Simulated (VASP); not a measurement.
All values below come from PBE GGA, VASP's PBE PAW potentials (set 64) (plane waves; VASP).

VASP ran on this input.

### POSCAR
```
GdN
1
    0.0000000000     2.5398000000     2.5398000000
    2.5398000000     0.0000000000     2.5398000000
    2.5398000000     2.5398000000     0.0000000000
Gd N
1 1
Direct
  0.0000000000   0.0000000000   0.0000000000
  0.5000000000   0.5000000000   0.5000000000
```

### KPOINTS
```
K-points
0
gamma
8 8 8
```

### INCAR
```
ALGO  =  Normal
EDIFF  =  1E-6
ENCUT  =  520
GGA  =  PE
ISIF  =  2
ISMEAR  =  0
LASPH  =  T
LCHARG  =  F
LMAXMIX  =  6
LREAL  =  F
LWAVE  =  F
NELM  =  100
PREC  =  Accurate
SIGMA  =  0.05
SYSTEM  =  GdN
```

POTCAR, in this order: Gd_3 N (PBE.64 set). Program: vasp_std.

The run wrote:

File OUTCAR:
```
 ion  position               nearest neighbor table
   1  0.000  0.000  0.000-   2 2.54   2 2.54   2 2.54   2 2.54   2 2.54   2 2.54
   2  0.500  0.500  0.500-   1 2.54   1 2.54   1 2.54   1 2.54   1 2.54   1 2.54
  LATTYP: Found a face centered cubic cell.
 ALAT       =     5.0796000000
 Subroutine PRICEL returns:
 Original cell was already a primitive cell.
 Subroutine GETGRP returns: Found 48 space group operations
The static configuration has the point symmetry O_h .
The dynamic configuration has the point symmetry O_h .
 Subroutine INISYM returns: Found 48 space group operations
 Subroutine IBZKPT returns following result:
 Found     29 irreducible k-points:

 Following reciprocal coordinates:
            Coordinates               Weight
  0.000000  0.000000  0.000000      1.000000
  0.125000  0.000000  0.000000      8.000000
  0.250000  0.000000  0.000000      8.000000
  0.375000  0.000000  0.000000      8.000000
  0.500000  0.000000  0.000000      4.000000
  0.125000  0.125000  0.000000      6.000000
  0.250000  0.125000  0.000000     24.000000
  0.375000  0.125000  0.000000     24.000000
  0.500000  0.125000  0.000000     24.000000
 -0.375000  0.125000  0.000000     24.000000
 -0.250000  0.125000  0.000000     24.000000
 -0.125000  0.125000  0.000000     12.000000
  0.250000  0.250000  0.000000      6.000000
  0.375000  0.250000  0.000000     24.000000
  0.500000  0.250000  0.000000     24.000000
 -0.375000  0.250000  0.000000     24.000000
 -0.250000  0.250000  0.000000     12.000000
  0.375000  0.375000  0.000000      6.000000
  0.500000  0.375000  0.000000     24.000000
 -0.375000  0.375000  0.000000     12.000000
  0.500000  0.500000  0.000000      3.000000
  0.375000  0.250000  0.125000     24.000000
  0.500000  0.250000  0.125000     48.000000
 -0.375000  0.250000  0.125000     24.000000
...
```

OSZICAR:
```
       N       E                     dE             d eps       ncg     rms          rms(c)
DAV:   1     0.438441057849E+02    0.43844E+02   -0.66401E+03   638   0.115E+03
DAV:   2    -0.154243303951E+02   -0.59268E+02   -0.55915E+02   863   0.237E+02
DAV:   3    -0.183932344151E+02   -0.29689E+01   -0.29405E+01   839   0.432E+01
DAV:   4    -0.184352653447E+02   -0.42031E-01   -0.41943E-01   804   0.478E+00
DAV:   5    -0.184360139231E+02   -0.74858E-03   -0.74836E-03   865   0.555E-01    0.239E+01
DAV:   6    -0.163520609691E+02    0.20840E+01   -0.19888E+01   740   0.258E+01    0.226E+01
DAV:   7    -0.161178105809E+02    0.23425E+00   -0.15991E+00   730   0.807E+00    0.157E+01
DAV:   8    -0.161187364885E+02   -0.92591E-03   -0.13961E-01   698   0.400E+00    0.623E+00
DAV:   9    -0.161132937902E+02    0.54427E-02   -0.12628E-02   761   0.111E+00    0.744E-01
DAV:  10    -0.161136563157E+02   -0.36253E-03   -0.70746E-04   887   0.222E-01    0.479E-01
DAV:  11    -0.161136217663E+02    0.34549E-04   -0.21334E-04   764   0.103E-01    0.153E-02
DAV:  12    -0.161136227135E+02   -0.94719E-06   -0.10858E-05   810   0.286E-02    0.174E-02
DAV:  13    -0.161136226241E+02    0.89419E-07   -0.30606E-06   707   0.123E-02
   1 F= -.16113623E+02 E0= -.16113542E+02  d E =-.160406E-03
```

### OUTCAR
```
------------------------ aborting loop because EDIFF is reached ----------------------------------------
  FORCE on cell =-STRESS in cart. coord.  units (eV):
  Direction    XX          YY          ZZ          XY          YZ          ZX
  --------------------------------------------------------------------------------------
  Total       -1.6447934     -1.6447934     -1.6447934     -0.0000000      0.0000000      0.0000000
  in kB      -80.4254267    -80.4254267    -80.4254267     -0.0000000      0.0000000      0.0000000
  external PRESSURE =     -80.4254267 kB  Pullay stress =       0.0000000 kB
  volume of cell :       32.77
      direct lattice vectors                 reciprocal lattice vectors
     0.000000000  2.539800000  2.539800000    -0.196865895  0.196865895  0.196865895
     2.539800000  0.000000000  2.539800000     0.196865895 -0.196865895  0.196865895
     2.539800000  2.539800000  0.000000000     0.196865895  0.196865895 -0.196865895
 POSITION                                       TOTAL-FORCE (eV/Angst)
 -----------------------------------------------------------------------------------
      0.00000      0.00000      0.00000         0.000000      0.000000      0.000000
      2.53980      2.53980      2.53980        -0.000000     -0.000000     -0.000000
 -----------------------------------------------------------------------------------
    total drift:                                0.000000      0.000000      0.000000
  FREE ENERGIE OF THE ION-ELECTRON SYSTEM (eV)
  ---------------------------------------------------
  free  energy   TOTEN  =       -16.1136226241 eV

  energy  without entropy=      -16.1134622181  energy(sigma->0) =      -16.11354242
```
(Selected blocks of OUTCAR.)

OUTCAR:
```
 val. band max:        3.6369073857   @ k =   0.0000   0.0000   0.0000

 cond. band min:       3.7219446699   @ k =   0.5000   0.5000   0.0000


 Fermi energy:         3.6794258409

 k-point     1 :       0.0000    0.0000    0.0000
  band No.  band energies     occupation
      1     -16.4615      2.00000
      2     -16.4615      2.00000
      3     -16.4615      2.00000
      4      -9.0528      2.00000
      5       3.6369      1.77088
      6       3.6369      1.77088
      7       3.6369      1.77087
      8       6.5418      0.00000
      9       6.5418      0.00000
     10       6.5418      0.00000
     11       6.8261      0.00000

 k-point     2 :       0.1250    0.0000    0.0000
  band No.  band energies     occupation
      1     -16.6331      2.00000
      2     -16.4738      2.00000
      3     -16.4738      2.00000
      4      -8.8081      2.00000
      5       2.7217      2.00000
      6       3.1587      2.00000
      7       3.1587      2.00000
      8       6.6249      0.00000
      9       6.9078      0.00000
     10       6.9078      0.00000
     11       7.7604      0.00000

 k-point     3 :       0.2500    0.0000    0.0000
  band No.  band energies     occupation
      1     -17.0123      2.00000
      2     -16.5030      2.00000
      3     -16.5030      2.00000
      4      -8.2394      2.00000
      5       1.2704      2.00000
      6       2.3256      2.00000
      7       2.3256      2.00000
      8       7.0388      0.00000
      9       7.8545      0.00000
     10       7.8545      0.00000
     11       9.3559      0.00000

 k-point     4 :       0.3750    0.0000    0.0000
  band No.  band energies     occupation
      1     -17.3532      2.00000
      2     -16.5320      2.00000
      3     -16.5320      2.00000
      4      -7.6829      2.00000
      5       0.1633      2.00000
      6       1.7064      2.00000
      7       1.7064      2.00000
      8       7.9953      0.00000
      9       9.0598      0.00000
...
```

The 4f electrons are frozen in the core of the lanthanide potential, so 4f levels, which can set the real gap, and their magnetism are missing.

The compound is GdN in the rock salt structure. The cell was not relaxed at this level.
